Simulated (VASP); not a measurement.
Level of theory: PBE GGA, VASP's PBE PAW potentials (set 64) (plane waves; VASP).

Input for VASP

**KPOINTS**
```
Automatic mesh
0
gamma
6 6 6
0 0 0
```

**POSCAR**
```
VSe2
1
    0.0000000000     2.9865470000     2.9865470000
    2.9865470000     0.0000000000     2.9865470000
    2.9865470000     2.9865470000     0.0000000000
V Se
1 2
Direct
  0.0000000000   0.0000000000   0.0000000000
  0.2500000000   0.2500000000   0.2500000000
  0.7500000000   0.7500000000   0.7500000000
```

INCAR:
```
PREC = Accurate
ISMEAR = 0
EDIFF = 1E-6   ! SCF stop (eV)
LMAXMIX = 4   ! l cut-off of mixed one-centre charges
SIGMA = 0.05   ! width (eV)
SYSTEM = VSe2
ISPIN = 2   ! spin-polarised
NELM = 100   ! most electronic steps
LCHARG = .FALSE.
LREAL = .FALSE.   ! projection in real space or not
ALGO = Normal   ! blocked Davidson
LWAVE = .FALSE.
ENCUT = 400   ! plane-wave cut-off (eV)
LORBIT = 10
MAGMOM = 2.0 2*0.0
LASPH = .TRUE.
ISIF = 2   ! forces and stress, cell fixed
GGA = PE   ! PBE
```

POTCAR, in this order: V_sv Se (PBE.64 set). Program: vasp_std.

What VASP printed:

File OSZICAR:
```
       N       E                     dE             d eps       ncg     rms          rms(c)
DAV:   1     0.170001500039E+03    0.17000E+03   -0.10901E+04  1120   0.116E+03
DAV:   2    -0.653814919851E+01   -0.17654E+03   -0.17414E+03  1148   0.335E+02
DAV:   3    -0.184331928859E+02   -0.11895E+02   -0.11337E+02  1440   0.742E+01
DAV:   4    -0.186207011426E+02   -0.18751E+00   -0.18727E+00  1223   0.919E+00
DAV:   5    -0.186221629142E+02   -0.14618E-02   -0.14612E-02  1391   0.884E-01    0.189E+01
DAV:   6    -0.214509534926E+02   -0.28288E+01   -0.79196E+01  1323   0.525E+01    0.210E+01
DAV:   7    -0.168316881007E+02    0.46193E+01   -0.45026E+01  1374   0.498E+01    0.721E+00
DAV:   8    -0.168702579747E+02   -0.38570E-01   -0.15923E+00  1156   0.781E+00    0.322E+00
DAV:   9    -0.168769576406E+02   -0.66997E-02   -0.22888E-01  1276   0.281E+00    0.172E+00
DAV:  10    -0.168888192748E+02   -0.11862E-01   -0.18211E-02  1268   0.106E+00    0.673E-01
DAV:  11    -0.168933948708E+02   -0.45756E-02   -0.19110E-02  1258   0.892E-01    0.206E-01
DAV:  12    -0.168938213782E+02   -0.42651E-03   -0.10450E-03  1271   0.231E-01    0.110E-01
DAV:  13    -0.168938873313E+02   -0.65953E-04   -0.95588E-05  1161   0.592E-02    0.666E-02
DAV:  14    -0.168939577703E+02   -0.70439E-04   -0.11060E-04  1224   0.627E-02    0.153E-02
DAV:  15    -0.168939602708E+02   -0.25005E-05   -0.78095E-06  1281   0.201E-02    0.881E-03
DAV:  16    -0.168939625268E+02   -0.22560E-05   -0.62229E-06  1182   0.172E-02    0.404E-03
DAV:  17    -0.168939628427E+02   -0.31592E-06   -0.28578E-07   550   0.383E-03
   1 F= -.16893963E+02 E0= -.16892961E+02  d E =-.200344E-02  mag=     1.7393
```

OUTCAR:
```
------------------------ aborting loop because EDIFF is reached ----------------------------------------
  FORCE on cell =-STRESS in cart. coord.  units (eV):
  Direction    XX          YY          ZZ          XY          YZ          ZX
  --------------------------------------------------------------------------------------
  Total        3.9041439      3.9041439      3.9041439      0.0000000     -0.0000000      0.0000000
  in kB      117.4081766    117.4081766    117.4081766      0.0000000     -0.0000000      0.0000000
  external PRESSURE =     117.4081766 kB  Pullay stress =       0.0000000 kB
  volume of cell :       53.28
      direct lattice vectors                 reciprocal lattice vectors
     0.000000000  2.986547000  2.986547000    -0.167417422  0.167417422  0.167417422
     2.986547000  0.000000000  2.986547000     0.167417422 -0.167417422  0.167417422
     2.986547000  2.986547000  0.000000000     0.167417422  0.167417422 -0.167417422
 POSITION                                       TOTAL-FORCE (eV/Angst)
 -----------------------------------------------------------------------------------
      0.00000      0.00000      0.00000        -0.000000     -0.000000     -0.000000
      1.49327      1.49327      1.49327         0.000000      0.000000      0.000000
      4.47982      4.47982      4.47982        -0.000000     -0.000000     -0.000000
 -----------------------------------------------------------------------------------
    total drift:                               -0.000000     -0.000000      0.000000
  FREE ENERGIE OF THE ION-ELECTRON SYSTEM (eV)
  ---------------------------------------------------
  free  energy   TOTEN  =       -16.8939628427 eV

  energy  without entropy=      -16.8919594008  energy(sigma->0) =      -16.89296112

 total charge

# of ion       s       p       d       tot
------------------------------------------
    1        2.214   6.178   3.130  11.522
    2        1.487   2.324   0.068   3.879
    3        1.487   2.324   0.068   3.879
--------------------------------------------------
tot          5.189  10.825   3.266  19.280

 magnetization (x)

# of ion       s       p       d       tot
------------------------------------------
    1        0.031   0.024   1.655   1.711
    2       -0.008  -0.109   0.015  -0.102
    3       -0.008  -0.109   0.015  -0.102
--------------------------------------------------
tot          0.016  -0.193   1.684   1.507
```
(Selected blocks of OUTCAR.)

The moments were started parallel, and other spin orders were not tried in this run.

The structure was generated: VSe2 was put into the fluorite type (Fm-3m), which need not be its known phase. The cell was not relaxed at this level. The k-mesh is coarse (spacing up to 0.30 per Å, 2π included), so the numbers may not be converged in it.
